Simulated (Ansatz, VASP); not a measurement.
**One calculation of TeO, two programs**

```xyz
2
Lattice="0.0000 2.3542 3.8654 2.3153 0.0000 3.8654 2.3153 2.3542 0.0000" Properties=species:S:1:pos:R:3 pbc="T T T"
Te    0.0000    0.0000    0.0000
O     2.3153    2.3542    3.8654
```

Change from the starting cell: species swapped into the TlF type (Fmmm, No. 69).

Alike in both runs: functional PBE; k mesh 6 × 6 × 6; occupations gaussian, width 0.1 eV; no spin polarisation.

Ansatz relaxed the structure, and its values are those at the end. VASP's run is a single point on that final structure, the one shown.

|  | VASP | Ansatz |
| --- | --- | --- |
| version | VASP 6.6.1 | Ansatz 0.2.0 |
| potentials or method | VASP PAW PBE potentials, release 64 (Te, O) | scalar-relativistic, plane waves, PAW |
| plane-wave cutoff (eV) | 520 | 420 |
| valence electrons in the cell | 12 | 22 |

|  | VASP | Ansatz | Ansatz less VASP |
| --- | --- | --- | --- |
| gap on the k mesh at the Fermi level (eV) | none | none | - |
| pressure (GPa) | -0.3 | 0.1 | +0.44 |

A gap of «none» marks a metal or a gap that the smearing closes. With one functional, cell and mesh, what is left measures potentials, basis and numerics. The two sets of potentials don't hold the same shells in valence.

Spin-orbit coupling is left out, which matters for the levels of Te.
